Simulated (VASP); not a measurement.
OSZICAR of a VASP run on Y (hcp):

### OSZICAR
```
       N       E                     dE             d eps       ncg     rms          rms(c)
DAV:   1     0.844930700527E+02    0.84493E+02   -0.11413E+04  2280   0.136E+03
DAV:   2    -0.699669145389E+01   -0.91490E+02   -0.90601E+02  2861   0.282E+02
DAV:   3    -0.141220186137E+02   -0.71253E+01   -0.70722E+01  4307   0.475E+01
DAV:   4    -0.142501477366E+02   -0.12813E+00   -0.12810E+00  2535   0.716E+00
DAV:   5    -0.142530460297E+02   -0.28983E-02   -0.28982E-02  3311   0.839E-01    0.352E+01
DAV:   6    -0.139441941493E+02    0.30885E+00   -0.39436E-01  2301   0.451E+00    0.216E+01
DAV:   7    -0.138974790496E+02    0.46715E-01   -0.74959E-01  3168   0.550E+00    0.166E+00
DAV:   8    -0.138864308964E+02    0.11048E-01   -0.12877E-01  2784   0.242E+00    0.502E-01
DAV:   9    -0.138864259913E+02    0.49052E-05   -0.46827E-03  3059   0.529E-01    0.156E-01
DAV:  10    -0.138864029840E+02    0.23007E-04   -0.54405E-04  2960   0.220E-01    0.644E-02
DAV:  11    -0.138864047697E+02   -0.17857E-05   -0.27160E-05  3234   0.420E-02    0.603E-02
DAV:  12    -0.138864034310E+02    0.13387E-05   -0.71285E-06  2602   0.233E-02    0.117E-02
DAV:  13    -0.138864032458E+02    0.18519E-06   -0.72666E-07  1581   0.894E-03
   1 F= -.12028180E+02 E0= -.12027824E+02  d E =-.120282E+02
       N       E                     dE             d eps       ncg     rms          rms(c)
DAV:   1    -0.169993174185E+02   -0.31129E+01   -0.68579E+01  3283   0.610E+01    0.142E+01
DAV:   2    -0.141597624063E+02    0.28396E+01   -0.59228E+00  2682   0.189E+01    0.579E+00
DAV:   3    -0.135048201878E+02    0.65494E+00   -0.40396E+00  3607   0.112E+01    0.293E+00
DAV:   4    -0.136300088034E+02   -0.12519E+00   -0.34564E-01  2819   0.279E+00    0.129E+00
DAV:   5    -0.137274034836E+02   -0.97395E-01   -0.38988E-01  3551   0.215E+00    0.782E-01
DAV:   6    -0.137250389958E+02    0.23645E-02   -0.86815E-03  2625   0.608E-01    0.416E-01
DAV:   7    -0.137267109973E+02   -0.16720E-02   -0.32528E-03  2304   0.562E-01    0.913E-02
DAV:   8    -0.137265512306E+02    0.15977E-03   -0.22492E-04  2532   0.139E-01    0.260E-02
DAV:   9    -0.137265997418E+02   -0.48511E-04   -0.26620E-04  3302   0.475E-02    0.325E-02
DAV:  10    -0.137265939391E+02    0.58027E-05   -0.14881E-05  3068   0.327E-02    0.666E-03
DAV:  11    -0.137265938405E+02    0.98626E-07   -0.99002E-07  1490   0.780E-03
   2 F= -.12104649E+02 E0= -.12104818E+02  d E =-.764687E-01
       N       E                     dE             d eps       ncg     rms          rms(c)
DAV:   1    -0.140423259190E+02   -0.31573E+00   -0.50419E+00  3177   0.165E+01    0.393E+00
DAV:   2    -0.138394245306E+02    0.20290E+00   -0.70746E-01  3016   0.591E+00    0.180E+00
DAV:   3    -0.137829282494E+02    0.56496E-01   -0.41845E-01  3597   0.357E+00    0.946E-01
DAV:   4    -0.137937481997E+02   -0.10820E-01   -0.22514E-02  2630   0.965E-01    0.520E-01
DAV:   5    -0.138017598576E+02   -0.80117E-02   -0.12126E-02  3667   0.463E-01    0.118E-01
DAV:   6    -0.138035145921E+02   -0.17547E-02   -0.46001E-03  3867   0.301E-01    0.945E-02
DAV:   7    -0.138036743277E+02   -0.15974E-03   -0.21258E-04  2372   0.131E-01    0.199E-02
DAV:   8    -0.138036750330E+02   -0.70528E-06   -0.34477E-05  3750   0.237E-02    0.972E-03
DAV:   9    -0.138036775594E+02   -0.25264E-05   -0.54348E-06  2271   0.133E-02    0.172E-03
DAV:  10    -0.138036776072E+02   -0.47774E-07   -0.35985E-07  1161   0.407E-03
   3 F= -.12118803E+02 E0= -.12118716E+02  d E =-.906222E-01
       N       E                     dE             d eps       ncg     rms          rms(c)
DAV:   1    -0.138009667731E+02    0.27108E-02   -0.14119E-02  3321   0.868E-01    0.206E-01
DAV:   2    -0.138003835285E+02    0.58324E-03   -0.17430E-03  2979   0.302E-01    0.907E-02
DAV:   3    -0.138002355092E+02    0.14802E-03   -0.10813E-03  3628   0.180E-01    0.447E-02
DAV:   4    -0.138002644030E+02   -0.28894E-04   -0.61962E-05  2658   0.465E-02    0.248E-02
DAV:   5    -0.138002837970E+02   -0.19394E-04   -0.25661E-05  3529   0.205E-02    0.802E-03
DAV:   6    -0.138002904023E+02   -0.66053E-05   -0.16680E-05  3563   0.174E-02    0.496E-03
DAV:   7    -0.138002907517E+02   -0.34948E-06   -0.51067E-07  1184   0.688E-03
   4 F= -.12118768E+02 E0= -.12118698E+02  d E =-.905876E-01
       N       E                     dE             d eps       ncg     rms          rms(c)
DAV:   1    -0.138056872049E+02   -0.53968E-02   -0.40178E-02  2651   0.157E+00    0.247E-01
DAV:   2    -0.138046985087E+02    0.98870E-03   -0.31106E-03  2621   0.399E-01    0.130E-01
DAV:   3    -0.138043628410E+02    0.33567E-03   -0.21296E-03  3756   0.285E-01    0.898E-02
DAV:   4    -0.138043988429E+02   -0.36002E-04   -0.15011E-04  2533   0.793E-02    0.400E-02
DAV:   5    -0.138044242087E+02   -0.25366E-04   -0.35586E-05  3340   0.308E-02    0.158E-02
DAV:   6    -0.138044311650E+02   -0.69563E-05   -0.17798E-05  3424   0.223E-02    0.418E-03
DAV:   7    -0.138044313671E+02   -0.20208E-06   -0.44756E-07  1209   0.544E-03
   5 F= -.12118899E+02 E0= -.12118743E+02  d E =-.131188E-03
```

Task: Which electronic solver shows in the log?

Result: It is blocked Davidson (ALGO = Normal, or the opening steps of other solvers). The INCAR had ALGO = Normal.

Task: Can the final energy be trusted as converged?

Result: Self-consistency was reached. It stopped with EDIFF = 1E-6, NELM = 100, NSW = 40 and EDIFFG = -0.02 after 5 ionic steps (LDA (Ceperley-Alder, Perdew-Zunger), plane waves, VASP's LDA PAW potentials (set 64)). Energy and stress use the plane-wave basis of the starting cell.

The compound is Y in the hcp structure. This run relaxes it under an external pressure of 5 GPa. Symmetry was kept, so distortions that lower it aren't found.
